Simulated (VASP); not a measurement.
```
CELL_PARAMETERS angstrom
      2.22098    -3.81612     0.00000
      2.22098     3.81612     0.00000
      0.00000     0.00000     4.53836
ATOMIC_POSITIONS crystal
  Ga 0.15557 0.84443 0.91784
  Ga 0.34443 0.65557 0.41784
  Ga 0.65557 0.34443 0.58216
  Ga 0.84443 0.15557 0.08216
```

All values below come from vdW-DF-cx, VASP's PBE PAW potentials (set 64) (plane waves; VASP). Settings: 520 eV cut-off, 9×9×8 Γ-centred mesh, tetrahedra with Blöchl corrections, potentials Ga_d.

The cores are frozen, which limits the accuracy of field gradients.

Task: Give the principal components of the electric field gradient (V/Å²) and the asymmetry η at each nucleus.

Result: 
| atom | Vxx | Vyy | Vzz | η |
|---|---|---|---|---|
| Ga1 | 20.5 | 19.1 | -39.6 | 0.04 |
| Ga2 | 20.5 | 19.1 | -39.6 | 0.04 |
| Ga3 | 20.5 | 19.1 | -39.6 | 0.04 |
| Ga4 | 20.5 | 19.1 | -39.6 | 0.04 |

The compound is Ga in the alpha structure. It was relaxed first.
